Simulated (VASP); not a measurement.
Data:

```
CELL_PARAMETERS angstrom
      0.00000     2.80260     2.80260
      2.80260     0.00000     2.80260
      2.80260     2.80260     0.00000
ATOMIC_POSITIONS crystal
  Mg 0.00000 0.00000 0.00000
  Se 0.50000 0.50000 0.50000
```

Method: vdW-DF2, VASP's PBE PAW potentials (set 64) (plane waves; VASP). Numerical set-up: 520 eV cut-off, 8×8×8 Γ-centred mesh, Gaussian smearing of 0.050 eV, potentials Mg Se.

Predict the energy per atom (σ→0), band gap (on the k-mesh) with the smallest direct gap where there is one.

The band gap (on the k-mesh) comes out as 1.63 eV and the smallest direct gap (on the k-mesh) is 2.16 eV. The energy per atom (σ→0) is -1.975 eV/atom.

The absolute energy has meaning only against runs of the same code, potentials and settings.

The compound is MgSe in the rock salt structure. It was relaxed first, which changed the volume by +8 %.
